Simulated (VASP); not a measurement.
```
CELL_PARAMETERS angstrom
      0.00000     2.76522     2.76522
      2.76522     0.00000     2.76522
      2.76522     2.76522     0.00000
ATOMIC_POSITIONS crystal
  Ca 0.00000 0.00000 0.00000
  F  0.25000 0.25000 0.25000
  F  0.75000 0.75000 0.75000
```

All values below come from PBE GGA, VASP's PBE PAW potentials (set 64) (plane waves; VASP 6.6.1). Numerical set-up: 400 eV cut-off, 8×8×8 Γ-centred mesh, Fermi-Dirac smearing of 0.010 eV, potentials Ca_sv F.

At this cut-off the stress carries a Pulay error, which pulls relaxed volumes low. Energy and stress use the plane-wave basis of the starting cell.

The ions, cell shape and volume are relaxed. Predict the relaxed structure.

```
CELL_PARAMETERS angstrom
      0.00000     2.70279     2.70279
      2.70279     0.00000     2.70279
      2.70279     2.70279     0.00000
ATOMIC_POSITIONS crystal
  Ca 0.00000 0.00000 0.00000
  F  0.25000 0.25000 0.25000
  F  0.75000 0.75000 0.75000
```
Space group Fm-3m (225), at a tolerance of 0.03 Å.

How do energy and volume change from the first to the last step?

The energy (σ→0) changes by -26.8 meV/atom and the volume by -6.6 %, in 3 ionic steps.

The structure is a typed CaF2 crystal (Fm-3m). This run relaxes it. Symmetry was kept, so distortions that lower it aren't found. The run is one of a series of settings (EDIFFG = -0.01, IBRION = 2, ISIF = 3, NSW = 50 against the base run), some of them coarse on purpose.
